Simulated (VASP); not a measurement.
VASP input:

### POSCAR
```
CaGe2
1
    2.0353890000     1.1751320000     5.3735530000
   -2.0353890000     1.1751320000     5.3735530000
    0.0000000000    -2.3502650000     5.3735530000
Ca Ge
1 2
Direct
  0.0000000000   0.0000000000   0.0000000000
  0.7985270000   0.7985270000   0.7985270000
  0.2014730000   0.2014730000   0.2014730000
```

**KPOINTS**
```
Automatic mesh
0
Gamma
9 9 9
0 0 0
```

### INCAR
```
ALGO  =  Normal
EDIFF  =  1E-6
ENCUT  =  300
ISIF  =  2
ISMEAR  =  0
LASPH  =  .TRUE.
LCHARG  =  .FALSE.
LMAXMIX  =  4
LREAL  =  .FALSE.
LWAVE  =  .FALSE.
NELM  =  100
PREC  =  Accurate
SIGMA  =  0.1
SYSTEM  =  CaGe2
```

POTCAR, in this order: Ca_sv Ge_d (LDA.64 set). Program: vasp_std.

Q: Translate this LDA calculation to Quantum ESPRESSO's pw.x.

A: One equivalent input (not run):
```
&CONTROL
  calculation = 'scf'
  pseudo_dir = './pseudo'
  outdir = './out'
  tprnfor = .true.
  tstress = .true.
/
&SYSTEM
  ibrav = 0
  nat = 3
  ntyp = 2
  ecutwfc = 78
  occupations = 'smearing'
  smearing = 'gaussian'
  degauss = 0.00735
  input_dft = 'pz'
/
&ELECTRONS
  conv_thr = 7.3e-08
  electron_maxstep = 100
/
ATOMIC_SPECIES
  Ca 40.078 Ca.upf
  Ge 72.630 Ge.upf
CELL_PARAMETERS angstrom
     2.0353890    1.1751320    5.3735530
    -2.0353890    1.1751320    5.3735530
     0.0000000   -2.3502650    5.3735530
ATOMIC_POSITIONS crystal
  Ca   0.0000000  0.0000000  0.0000000
  Ge   0.7985270  0.7985270  0.7985270
  Ge   0.2014730  0.2014730  0.2014730
K_POINTS automatic
  9 9 9 0 0 0
```
The two are equivalent in intent, not identical: the potentials are each code's own (VASP's PAW set, PseudoDojo norm-conserving files in pw.x), so ENCUT and ecutwfc are chosen apart and not converted; conv_thr bounds pw.x's estimated SCF error, while EDIFF bounds the energy change between steps.

The structure comes from a computed database's CaGe2 entry; how it stands against other phases isn't given here. The cell was not relaxed at this level. The run is one of a series of settings (GGA removed, POTCAR Ca_sv Ge_d (LDA.64 set) against the base run), some of them coarse on purpose.
